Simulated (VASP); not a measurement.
```
InSb
1.0
    0.00000     3.24000     3.24000
    3.24000     0.00000     3.24000
    3.24000     3.24000     0.00000
In Sb
1 1
Cartesian
  0.00000   0.00000   0.00000
  1.62000   1.62000   1.62000
```

All values below come from PBE GGA, VASP's PBE PAW potentials (set 64) (plane waves; VASP 6.6.1). Numerical set-up: 400 eV cut-off, 5×5×5 Γ-centred mesh, Gaussian smearing of 0.050 eV, potentials In_d Sb.

Task: Give the stress tensor in GPa (positive for a compressed cell).

Result: 
```
3.25  0.00  0.00
0.00  3.25  0.00
0.00  0.00  3.25
```
The pressure is its mean diagonal, 3.25 GPa.

The compound is InSb in the zinc blende structure. The cell was not relaxed at this level. The k-mesh is coarse (spacing up to 0.34 per Å, 2π included), so the numbers may not be converged in it.
